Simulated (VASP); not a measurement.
## NbSi$_{2}$ (relaxed from the AlB2 structure, space group P6/mmm): computed properties

The numbers are results of PBEsol GGA, VASP's PBE PAW potentials (set 64) (plane waves; VASP 6.6.1), not measurements.

```yaml
space_group: P6/mmm (191)
cell: a = 4.3530 Å, b = 4.3530 Å, c = 2.6438 Å, α = 90.00°, β = 90.00°, γ = 120.00°
volume_per_atom: 14.46 Å³/atom
band gap (over mesh and band path): none (metal, semimetal or under 0.01 eV)
density: 5.71 g/cm³
```

```xyz
3
Lattice="4.3530 0.0000 0.0000 -2.1765 3.7698 0.0000 0.0000 0.0000 2.6438" Properties=species:S:1:pos:R:3 pbc="T T T"
Nb     0.0000     0.0000     0.0000
Si     0.0000     2.5132     1.3219
Si     2.1765     1.2566     1.3219
```

The structure was generated: NbSi2 was put into the AlB2 type (P6/mmm), which need not be its known phase. It was relaxed first, which changed the volume by -39 %. Symmetry was kept, so distortions that lower it aren't found. The electron count is odd and the run is not spin-polarised, which forces a metal.
